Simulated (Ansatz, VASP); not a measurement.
# In7As7H16 (InAs wire along [100], 14 atoms a period, H-terminated): VASP beside Ansatz, part 3 of 3

Aim: how closely do two programs agree when they are given the same cell, functional and k mesh? Of the first pair: The cell is taken from a series of runs on this material, whose earlier steps may have relaxed, scaled, displaced or heated it; both programs get it as it stands.

VASP 6.6.1 and Ansatz 0.2.0.

So far: Starting point; Ansatz: single point, PBE, pair 1; VASP: single point, PBE, pair 1; Comparison; Ansatz: relaxation, PBE.

## Step 6: VASP: single point, PBE, start cell, pair 2

Level of this step: PBE; plane waves and PAW (In_d, H, As) (VASP).

The same cell, functional, mesh and smearing now go to VASP, with its own data sets.

The input, INCAR:

```
SYSTEM = In7As7H16
PREC = Accurate
ENCUT = 400
EDIFF = 1E-06
NELM = 120
ISMEAR = -1
SIGMA = 0.05
LREAL = .FALSE.
ALGO = Normal
GGA = PE
NBANDS = 92
LORBIT = 11
LWAVE = .FALSE.
LCHARG = .FALSE.
ISIF = 2
LASPH = .TRUE.
GGA_COMPAT = .FALSE.
EFERMI = MIDGAP
KPAR = 4
```

The input, POSCAR:

```
In7As7H16
1.0
   16.4600000000      0.0000000000      0.0000000000
    0.0000000000     16.4600000000      0.0000000000
    0.0000000000      0.0000000000      6.0689008389
In H As
7 16 7
Direct
    0.2587862697      0.6658871203      0.9226837196
    0.4508643378      0.4584687120      0.0055993665
    0.6448949575      0.6522283718      0.0524951731
    0.2578014581      0.4446243013      0.5256294483
    0.4661253949      0.2544127582      0.4739657273
    0.4477860267      0.6273407655      0.5049818874
    0.6421586877      0.4494866950      0.4939958783
    0.3210159174      0.3190577764      0.1296776831
    0.4184430134      0.7857975091      0.1683893059
    0.1778265492      0.6258406440      0.0617164475
    0.7061984204      0.7210017618      0.1865995227
    0.2003158566      0.5081141555      0.3655820154
    0.5440372418      0.2242609356      0.3055551655
    0.7186792224      0.4002185905      0.3541010237
    0.3138235115      0.7777819563      0.3987614997
    0.6038942284      0.7725702309      0.6130864713
    0.7853381531      0.6016916160      0.6633576832
    0.2241977521      0.3718831713      0.7044671043
    0.4051067436      0.1935740583      0.6315072699
    0.2598671932      0.7471055893      0.7464799838
    0.5027277035      0.7918162211      0.8499048076
    0.5971269745      0.3229601458      0.8774872323
    0.7767609964      0.5013481166      0.9056765213
    0.3720461118      0.3681684690      0.2855385260
    0.3588013973      0.7219000000      0.2472086857
    0.5506658566      0.5483832928      0.2555424847
    0.3533549210      0.5470998177      0.7618921651
    0.5383538275      0.3683147023      0.7328621966
    0.5485930134      0.7210013366      0.7517817676
    0.7191972053      0.5527657959      0.7734735044
```

The input, KPOINTS:

```
Automatic mesh
0
Gamma
1 1 10
0 0 0
```

The projector-augmented-wave data sets are In_d, H and As (PBE family, release 64).

The run is started by

```bash
mpirun -np 4 vasp_std
```

Numbers of over 12 decimals in the logs are rounded to 6 here.

What it wrote:

```text
[banner, memory and clock lines left out]
running    4 mpi-ranks, on    1 nodes
[...]
[... a notice as in an earlier step ...]

 LDA part: xc-table for (Slater+PW92), standard interpolation
 POSCAR, INCAR and KPOINTS ok, starting setup
[...]
entering main loop
       N       E                     dE             d eps       ncg     rms          rms(c)
DAV:   1     0.969541278400E+03    0.96954E+03   -0.47772E+04  1352   0.985E+02
DAV:   2     0.478380646117E+01   -0.96476E+03   -0.94641E+03  1312   0.277E+02
DAV:   3    -0.101825711795E+03   -0.10661E+03   -0.10605E+03  1336   0.128E+02
DAV:   4    -0.106835098480E+03   -0.50094E+01   -0.49985E+01  1328   0.312E+01
[...]
DAV:  27    -0.101205218824E+03   -0.41624E-05   -0.17901E-07   864   0.147E-03    0.298E-03
DAV:  28    -0.101205219857E+03   -0.10331E-05   -0.10604E-07   888   0.125E-03    0.912E-04
DAV:  29    -0.101205220028E+03   -0.17114E-06   -0.39837E-08   864   0.804E-04
   1 F= -.10120522E+03 E0= -.10120522E+03  d E =-.520284E-11
```

From OUTCAR (step 6):

```text
  Total        4.4443733      4.3340111      8.5632160      0.1055958     -0.7690225     -0.5652032
  in kB        4.3306333      4.2230955      8.3440669      0.1028934     -0.7493417     -0.5507386
  external PRESSURE =       5.6325986 kB  Pullay stress =       0.0000000 kB

 POSITION                                       TOTAL-FORCE (eV/Angst)
 -----------------------------------------------------------------------------------
      4.25962     10.96050      5.59968        -0.032110     -0.155075      0.018667
      7.42123      7.54639      0.03398         0.029066      0.064631     -0.025812
     10.61497     10.73568      0.31859         0.018211      0.017660      0.173382
      4.24341      7.31852      3.18999         0.057124      0.050525     -0.053721
      7.67242      4.18763      2.87645        -0.057786      0.053281     -0.004513
      7.37056     10.32603      3.06469         0.041470      0.022053     -0.006207
     10.56993      7.39855      2.99801         0.006085     -0.009601     -0.073060
      5.28392      5.25169      0.78700        -0.262219     -0.248935     -0.399703
      6.88757     12.93423      1.02194         0.105735      0.115920     -0.145565
      2.92702     10.30134      0.37455        -0.138153     -0.068801      0.107665
     11.62403     11.86769      1.13245         0.081233      0.091596      0.125190
      3.29720      8.36356      2.21868        -0.126931      0.140103     -0.183386
      8.95485      3.69133      1.85438         0.187994     -0.068500     -0.210465
     11.82946      6.58760      2.14900         0.124815     -0.080773     -0.128976
[...]
-----------------------------------------------------------------------------------
    total drift:                                0.002126      0.000524     -0.000800

  FREE ENERGIE OF THE ION-ELECTRON SYSTEM (eV)
  ---------------------------------------------------
  free  energy   TOTEN  =      -101.2052200278 eV

  energy  without entropy=     -101.2052200278  energy(sigma->0) =     -101.20522003

[... 3 further parts left out ...]
[key lines of the parts left out:]
E-fermi :  -1.9026
```

## Step 7: Side by side

What differs besides the data sets and the points named for the pairs above, as far as they apply: the data sets hold 212 valence electrons in Ansatz (on its default PAW (the set named soft_2) files) and 142 in VASP. Total energies have different zeros and are not compared.

Forces on 10 of the 30 atoms, those with the largest forces and the largest differences (eV/Å; atoms numbered as in POSCAR):

| atom | Ansatz x, y, z | VASP x, y, z |
| --- | --- | --- |
| H8 | -0.205, -0.194, -0.336 | -0.262, -0.249, -0.400 |
| H15 | -0.184, 0.208, 0.315 | -0.237, 0.274, 0.380 |
| H16 | 0.180, 0.148, -0.271 | 0.243, 0.206, -0.328 |
| H18 | -0.102, -0.209, 0.251 | -0.097, -0.205, 0.247 |
| H22 | 0.188, -0.151, 0.293 | 0.252, -0.201, 0.351 |
| H23 | 0.145, -0.149, 0.251 | 0.209, -0.207, 0.306 |
| As24 | 0.114, 0.033, 0.331 | 0.168, 0.085, 0.396 |
| As25 | 0.171, -0.057, -0.165 | 0.160, -0.184, -0.202 |
| As29 | -0.162, -0.057, 0.021 | -0.177, -0.187, 0.036 |
| As30 | -0.075, 0.032, -0.114 | -0.206, 0.036, -0.128 |

The forces differ by 42 meV/Å r.m.s., which is 24.6 % of the r.m.s. force of 0.169 eV/Å (both taken over all components).

## Step 8: Ansatz: relaxation, PBE

This run makes the geometry at which the two programs are then compared.

The structure compared here is the end of the Ansatz relaxation.

This is the run of step 5 again, met here at its other cell.

## Step 9: VASP: single point, PBE, relaxed atoms in a fixed cell, pair 3

The same cell, functional, mesh and smearing now go to VASP, with its own data sets.

INCAR: that of step 6 with these lines changed.

```diff
@@ -2,3 +2,3 @@
 PREC = Accurate
-ENCUT = 400
+ENCUT = 500
 EDIFF = 1E-06
```

The input, POSCAR:

```
In7As7H16
1.0
   16.4600000000      0.0000000000      0.0000000000
    0.0000000000     16.4600000000      0.0000000000
    0.0000000000      0.0000000000      6.0689008389
In H As
7 16 7
Direct
    0.2520040197      0.6651873154      0.9277609210
    0.4497000580      0.4584458425      0.0073681906
    0.6478979559      0.6537391205      0.0542418850
    0.2546263379      0.4425130022      0.5259932896
    0.4668004430      0.2501678420      0.4771964316
    0.4455871160      0.6307691875      0.5073161076
    0.6435035203      0.4489367212      0.4902684078
    0.3222256636      0.3170973516      0.1180427806
    0.4184074594      0.7866869254      0.1439421946
    0.1750046318      0.6250806764      0.0871337364
    0.7082048411      0.7207369206      0.2030712710
    0.1970558050      0.5020417584      0.3495964700
    0.5418971988      0.2197179080      0.2937699934
    0.7183069443      0.4014186777      0.3338910890
    0.3184062405      0.7882447605      0.3997639336
    0.6057299433      0.7716909390      0.5908253715
    0.7906000530      0.5983886122      0.6565849933
    0.2214494909      0.3737968039      0.7237948712
    0.4082650518      0.1901138635      0.6496845979
    0.2480084024      0.7421165409      0.7318364454
    0.5111681446      0.7988942853      0.8512244950
    0.5972336274      0.3240611033      0.8959451562
    0.7795897065      0.5015791945      0.9194439267
    0.3709833267      0.3643053410      0.2893877475
    0.3573695118      0.7275657757      0.2431852694
    0.5503825450      0.5506052015      0.2568081984
    0.3496000665      0.5480874888      0.7641162823
    0.5400494086      0.3665383430      0.7351870697
    0.5511904046      0.7247374573      0.7482497490
    0.7235408595      0.5518397343      0.7743691245
```

KPOINTS is that of step 6.

The run is started by

```bash
mpirun -np 4 vasp_std
```

What it wrote:

```text
[... set-up lines as in an earlier step ...]
 entering main loop
       N       E                     dE             d eps       ncg     rms          rms(c)
DAV:   1     0.103493715763E+04    0.10349E+04   -0.52377E+04  1344   0.116E+03
DAV:   2     0.150652537640E+02   -0.10199E+04   -0.99698E+03  1328   0.287E+02
DAV:   3    -0.100876210417E+03   -0.11594E+03   -0.11527E+03  1336   0.133E+02
DAV:   4    -0.106819571782E+03   -0.59434E+01   -0.59267E+01  1320   0.336E+01
[...]
DAV:  26    -0.101414925137E+03   -0.50721E-05   -0.18753E-07   904   0.206E-03    0.223E-03
DAV:  27    -0.101414927987E+03   -0.28502E-05   -0.17459E-07   872   0.127E-03    0.235E-03
DAV:  28    -0.101414928548E+03   -0.56101E-06   -0.10932E-07   856   0.135E-03
   1 F= -.10141493E+03 E0= -.10141493E+03  d E =-.168447E-10
```

Parts of OUTCAR (step 9):

```text
  Total       -0.0004194      0.0236674      1.6706256      0.0380357     -0.0386815      0.0137372
  in kB       -0.0004086      0.0230617      1.6278711      0.0370623     -0.0376916      0.0133856
  external PRESSURE =       0.5501747 kB  Pullay stress =       0.0000000 kB

 POSITION                                       TOTAL-FORCE (eV/Angst)
 -----------------------------------------------------------------------------------
      4.14799     10.94898      5.63049        -0.027609     -0.006133      0.005918
      7.40206      7.54602      0.04472         0.000249      0.013524     -0.008179
     10.66440     10.76055      0.32919         0.010671      0.010799      0.007321
      4.19115      7.28376      3.19220        -0.017265     -0.006927     -0.001697
      7.68354      4.11776      2.89606         0.005423     -0.024979      0.001988
      7.33436     10.38246      3.07885         0.000914     -0.001825     -0.011208
     10.59207      7.38950      2.97539         0.013947     -0.010466     -0.008178
      5.30383      5.21942      0.71639        -0.044990     -0.043909     -0.055422
      6.88699     12.94887      0.87357         0.045998      0.050267     -0.026905
      2.88058     10.28883      0.52881         0.010891      0.012304     -0.013846
     11.65705     11.86333      1.23242        -0.004638     -0.004262     -0.004559
      3.24354      8.26361      2.12167         0.005491     -0.009429      0.007994
      8.91963      3.61656      1.78286        -0.006549      0.004459      0.005730
     11.82333      6.60735      2.02635        -0.005299      0.004292      0.004860
[...]
-----------------------------------------------------------------------------------
    total drift:                                0.000361     -0.000928      0.001059

  FREE ENERGIE OF THE ION-ELECTRON SYSTEM (eV)
  ---------------------------------------------------
  free  energy   TOTEN  =      -101.4149285478 eV

  energy  without entropy=     -101.4149285478  energy(sigma->0) =     -101.41492855

[... 1 part as in an earlier step ...]

[... 2 further parts left out ...]
[key lines of the parts left out:]
E-fermi :  -1.9957
```

## Step 10: Comparison

What differs besides the data sets and the points named for the pairs above, as far as they apply: the data sets hold 212 valence electrons in Ansatz (on its default PAW (the set named soft_2) files) and 142 in VASP; the cutoff is 420 eV in Ansatz and 500 eV in VASP. Total energies have different zeros and are not compared.

The two programs side by side:

| quantity | Ansatz | VASP | difference |
| --- | --- | --- | --- |
| pressure (GPa) | 0.05 | 0.06 | -0.01 |
| gap on the k mesh (eV) | 2.576 | 2.576 | 0.000 |

Forces on 7 of the 30 atoms, those with the largest forces and the largest differences (eV/Å; atoms numbered as in POSCAR):

| atom | Ansatz x, y, z | VASP x, y, z |
| --- | --- | --- |
| H8 | -0.003, -0.003, -0.002 | -0.045, -0.044, -0.055 |
| H22 | 0.003, -0.002, 0.003 | 0.053, -0.039, 0.054 |
| H23 | 0.002, 0.002, 0.001 | 0.053, -0.042, 0.048 |
| As25 | 0.015, 0.009, 0.016 | -0.006, -0.096, -0.006 |
| As28 | -0.005, 0.008, 0.002 | -0.056, 0.042, -0.046 |
| As29 | -0.003, 0.008, -0.001 | -0.017, -0.099, 0.014 |
| As30 | -0.007, 0.002, 0.003 | -0.115, 0.005, -0.009 |

The forces differ by 34 meV/Å r.m.s., where the r.m.s. force is 0.005 eV/Å in Ansatz and 0.034 eV/Å in VASP: the atoms lie near their places of rest in Ansatz, so a percentage would say little (all taken over all components). A gap on the mesh is an upper bound, since the band edges may lie between its points.

## Step 11: What came out

* difference in gap on the k mesh (single point, PBE, pair 1): 8.5e-4 eV
* r.m.s. force difference (single point, PBE, start cell, pair 2): 42 meV/Å
* r.m.s. force difference (single point, PBE, relaxed atoms in a fixed cell, pair 3): 34 meV/Å

The r.m.s. force difference is 42 meV/Å (single point, PBE, start cell, pair 2), beyond the 12 meV/Å picked in this series as the mark of a large difference. The data sets hold unlike numbers of valence electrons (212 in Ansatz and 142 in VASP), so part of the differences may come from the potentials. What causes the difference of the single point, PBE, start cell, pair 2 pair stays open here. What causes the difference of the single point, PBE, relaxed atoms in a fixed cell, pair 3 pair stays open here. How closely two codes agree says nothing of how well the functional describes the real material.

[Lines on the potential files, build, host, timing and source positions are cut from VASP's logs without a mark.]

[Logs are printed without paths, hosts, clocks, repeated set-up lines and the standing remarks that a program may print on its own settings, such as how far it seeks lower states.]

[Hosts, paths, dates, database ids (printed as entryN), source tags and the programs' standing remarks are cut or masked in the printed files.]
